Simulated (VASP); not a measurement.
Input of a VASP 6.6.1 run:

The input INCAR:

```
PREC = Accurate ; ENCUT = 520
EDIFF = 1E-7 ; ISMEAR = 0
SIGMA = 0.1 ; LREAL = False
LASPH = True ; NELM = 100
ALGO = Normal ; ISIF = 3
LWAVE = False ; LCHARG = False
GGA = PS ; IBRION = 2
NSW = 80 ; EDIFFG = -0.002
```

The input KPOINTS:

```
regular mesh
0
Gamma
  6 6 4
```

POSCAR

```
NbB2
1.0
    3.0860000000      0.0000000000      0.0000000000
   -1.5430000000      2.6725544000      0.0000000000
    0.0000000000      0.0000000000      3.3060000000
Nb B
1 2
Direct
    0.0000000000      0.0000000000      0.0000000000
    0.3333333300      0.6666666700      0.5000000000
    0.6666666700      0.3333333300      0.5000000000
```

Potentials or basis: VASP PAW PBE potentials, release 64 (Nb_sv, B).

Run with:

```sh
$ cat potpaw_PBE.64/Nb_sv/POTCAR potpaw_PBE.64/B/POTCAR > POTCAR
$ mpirun -np 1 vasp_std > vasp.out
```

(1) Predict the relaxed volume.

(2) Estimate the relaxed cell.

Answers

(1) 9.10 Å³/atom.

(2) a = 3.083 Å, b = 3.083 Å, c = 3.316 Å, α = 90.00°, β = 90.00°, γ = 120.00°.

Caveat: the k mesh is coarse (spacing up to 0.48 Å⁻¹), so the values aren't converged; the PAW data sets were made with another functional, which shifts forces and pressure a little.
